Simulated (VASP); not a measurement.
# Ti: convergence with the PAW data sets and SCF solver, part 3 of 3

How sensitive are energy and pressure of Ti to the PAW data sets and SCF solver? The series runs use r2SCAN. The start is a computed cell from the Materials Project.

VASP 6.6.1, plane waves and PAW; the level of theory is named at each step.

Still holding for the runs below: The k-mesh is coarse for a metal.

So far. Step 11 (SCF solver: ALGO = All): Against the first of the series the energy stays within 0.01 meV an atom and the pressure within 0.01 GPa, after 35 cycles in 54 s. Step 13 (SCF solver: AMIX = 0.1, BMIX = 0.01): Against the first of the series the energy stays within 0.01 meV an atom; the pressure moves by +0.03 GPa, after 21 cycles in 28 s.

The starting crystal is not the ambient structure of Ti (hexagonal, No. 194); it is a model or a phase of other conditions.

## 14. SCF solver: AMIX = 0.8

Level of this step: r2SCAN; plane waves and PAW (Ti_sv) (VASP).

The input, INCAR:

```
SYSTEM = Ti
PREC = Accurate
ENCUT = 400
EDIFF = 1E-06
NELM = 100
ISMEAR = -1
SIGMA = 0.05
LREAL = .FALSE.
ALGO = Normal
METAGGA = R2SCAN
LASPH = .TRUE.
NBANDS = 24
LORBIT = 11
LWAVE = .FALSE.
LCHARG = .FALSE.
KPAR = 4
ISIF = 2
AMIX = 0.8
```

The input, POSCAR:

```
Ti
1.0
    4.5673748306      0.0000000000      0.0000000000
   -2.2836874153      3.9554626319      0.0000000000
    0.0000000000      0.0000000000      2.8262442700
Ti
3
Direct
    0.0000000000      0.0000000000      0.0000000000
    0.3333333300      0.6666666700      0.5000000000
    0.6666666700      0.3333333300      0.5000000000
```

The input, KPOINTS:

```
Automatic mesh
0
Gamma
6 6 8
0 0 0
```

PAW data sets: Ti_sv (PBE family, release 64).

Launch:

```sh
> mpirun -np 4 vasp_std
```

What it wrote:

```text
[... set-up lines as in an earlier step ...]
 entering main loop
       N       E                     dE             d eps       ncg     rms          rms(c)
[... 5 cycles as in an earlier step ...]
DAV:   6    -0.403729834289E+02    0.11517E+02   -0.60392E+01  2096   0.843E+01    0.935E+00
DAV:   7    -0.397077000650E+02    0.66528E+00   -0.18924E+01  2368   0.358E+01    0.663E+00
DAV:   8    -0.388936487872E+02    0.81405E+00   -0.73700E+00  2640   0.140E+01    0.233E+00
DAV:   9    -0.388758319597E+02    0.17817E-01   -0.87313E-01  2576   0.536E+00    0.871E-01
[...]
DAV:  16    -0.388784707350E+02   -0.22782E-04   -0.36778E-05  2528   0.472E-02    0.638E-03
DAV:  17    -0.388784750948E+02   -0.43598E-05   -0.46277E-06  2208   0.137E-02    0.348E-03
DAV:  18    -0.388784760720E+02   -0.97716E-06   -0.41891E-07  1056   0.437E-03
   1 F= -.38878476E+02 E0= -.38870137E+02  d E =-.166784E-01
```

Wall time 30 s (4 MPI ranks of Intel Xeon 6975P-C (Granite Rapids), shared host); peak memory 0.56 GiB; 1.9 min of CPU time.

OUTCAR, selected parts (step 14):

```text
  Total        0.0026620      0.0026620     -0.1064478      0.0000000     -0.0000000      0.0000000
  in kB        0.0835314      0.0835314     -3.3402094      0.0000000     -0.0000000      0.0000000
  external PRESSURE =      -1.0577155 kB  Pullay stress =       0.0000000 kB

 POSITION                                       TOTAL-FORCE (eV/Angst)
 -----------------------------------------------------------------------------------
      0.00000      0.00000      0.00000         0.000000      0.000000     -0.000000
     -0.00000      2.63698      1.41312        -0.000000     -0.000000     -0.000000
      2.28369      1.31849      1.41312        -0.000000      0.000000      0.000000
 -----------------------------------------------------------------------------------
    total drift:                               -0.000000      0.000000      0.000000

  FREE ENERGIE OF THE ION-ELECTRON SYSTEM (eV)
  ---------------------------------------------------
  free  energy   TOTEN  =       -38.8784760720 eV

  energy  without entropy=      -38.8617976504  energy(sigma->0) =      -38.87013686

[... 2 parts as in an earlier step ...]

[... 1 further part left out ...]
[key lines of the parts left out:]
E-fermi :   8.5129
```

Against the first of the series the energy stays within 0.01 meV an atom; the pressure moves by -0.05 GPa, after 18 cycles in 30 s.

## 15. SCF solver: IMIX = 1, AMIX = 0.2

INCAR, as its differences from that of step 14:

```diff
@@ -17,2 +17,3 @@
 ISIF = 2
-AMIX = 0.8
+IMIX = 1
+AMIX = 0.2
```

POSCAR is that of step 14.

KPOINTS is that of step 14.

Launch:

```sh
> mpirun -np 4 vasp_std
```

What it wrote:

```text
[... set-up lines as in an earlier step ...]
 entering main loop
       N       E                     dE             d eps       ncg     rms          rms(c)
[... 5 cycles as in an earlier step ...]
DAV:   6    -0.394684543155E+02    0.12422E+02   -0.12250E+01  2096   0.384E+01    0.847E+00
DAV:   7    -0.390828949913E+02    0.38556E+00   -0.11047E+00  2440   0.916E+00    0.538E+00
DAV:   8    -0.389055653410E+02    0.17733E+00   -0.43630E-01  2392   0.583E+00    0.366E+00
DAV:   9    -0.388539795592E+02    0.51586E-01   -0.13989E-01  2440   0.335E+00    0.269E+00
[...]
DAV:  98    -0.388784766790E+02   -0.13632E-07   -0.10641E-05  2056   0.302E-02    0.545E-03
DAV:  99    -0.388784766166E+02    0.62377E-07   -0.10041E-05  2008   0.295E-02    0.529E-03
DAV: 100    -0.388784766277E+02   -0.11092E-07   -0.94174E-06  2024   0.285E-02
   1 F= -.38878477E+02 E0= -.38870140E+02  d E =-.166734E-01
```

The job ended after 2.4 min (4 MPI ranks; peak memory 0.56 GiB).

Parts of OUTCAR (step 15):

```text
  Total        0.0160143      0.0160143     -0.0904976     -0.0000000      0.0000000     -0.0000000
  in kB        0.5025095      0.5025095     -2.8397114     -0.0000000      0.0000000     -0.0000000
  external PRESSURE =      -0.6115641 kB  Pullay stress =       0.0000000 kB

 POSITION                                       TOTAL-FORCE (eV/Angst)
 -----------------------------------------------------------------------------------
      0.00000      0.00000      0.00000         0.000000     -0.000000      0.000000
     -0.00000      2.63698      1.41312        -0.000000     -0.000000      0.000000
      2.28369      1.31849      1.41312         0.000000      0.000000     -0.000000
 -----------------------------------------------------------------------------------
    total drift:                               -0.000000      0.000000      0.000000

  FREE ENERGIE OF THE ION-ELECTRON SYSTEM (eV)
  ---------------------------------------------------
  free  energy   TOTEN  =       -38.8784766277 eV

  energy  without entropy=      -38.8618032520  energy(sigma->0) =      -38.87013994

[... 2 parts as in an earlier step ...]

[... 1 further part left out ...]
[key lines of the parts left out:]
E-fermi :   8.5127
```

Against the first of the series the energy stays within 0.01 meV an atom and the pressure within 0.01 GPa, after 100 cycles in 2.4 min.

## 16. The SCF solver series as a table

This step: convergence of r2SCAN results with the solver; plane waves and PAW (VASP 6.6.1).

This step runs nothing: it gathers the runs above.

Differences are taken from the run with ALGO = Normal. Results of the series, by row:

```csv
setting,status,energy less the reference (meV/atom),pressure (GPa),SCF cycles,wall time (s)
ALGO = Normal,converged,0,-0.05872,16,23
ALGO = Fast,converged,0.00223,-0.00501,51,91
ALGO = VeryFast,not_converged,-,-,-,167
ALGO = All,converged,0.001353,-0.05873,35,54
ALGO = Damped,not_converged,-,-,-,110
"AMIX = 0.1, BMIX = 0.01",converged,1.67e-5,-0.02498,21,28
AMIX = 0.8,converged,-8.90e-4,-0.1058,18,30
"IMIX = 1, AMIX = 0.2",converged,-0.001917,-0.06116,100,143
```

## 17. Summary of results

* spread of the pressure over the PAW data sets: 2.34 GPa
* fewest SCF cycles: ALGO = Normal (16)
* most SCF cycles among converged runs: IMIX = 1, AMIX = 0.2 (100)
* spread of the pressure over the SCF solver: 0.101 GPa
* spread of the energy over the SCF solver: 0.00415 meV/atom

What this shows: The choice of data set moves the pressure between -2.14 GPa (minimal 64: Ti) and 0.20 GPa (materialsproject 64: Ti_pv); the cutoffs differ too (400 and 500 eV). All SCF solvers that converged agree within 0.05 meV an atom. No setting beats the 23 s of ALGO = Normal by a fifth or more; the slowest converged run is IMIX = 1, AMIX = 0.2, at 2.4 min. On a shared host such times are rough. Yet the pressure of ALGO = Fast is +0.05 GPa off: EDIFF tests the energy, which is second order in the error of the density, while the stress is first order. Data sets differ in their zero of energy, so energies are not compared. ALGO = VeryFast and ALGO = Damped did not finish or converge. Forces vanish by symmetry in this cell, so the series can't test them.

[Lines on the potential files, build, host, timing and source positions are cut from VASP's logs without a mark.]

[Logs are printed without paths, hosts, clocks, repeated set-up lines and the standing remarks that a program may print on its own settings, such as how far it seeks lower states.]

[Hosts, paths, dates, database ids (printed as entryN), source tags and the programs' standing remarks are cut or masked in the printed files.]

[A measured line is paired with the nearest computed mode of its activity, which favours agreement.]

[In band tables of VASP the shares of atoms and orbitals are scaled to a sum of 1 inside the atoms' spheres.]
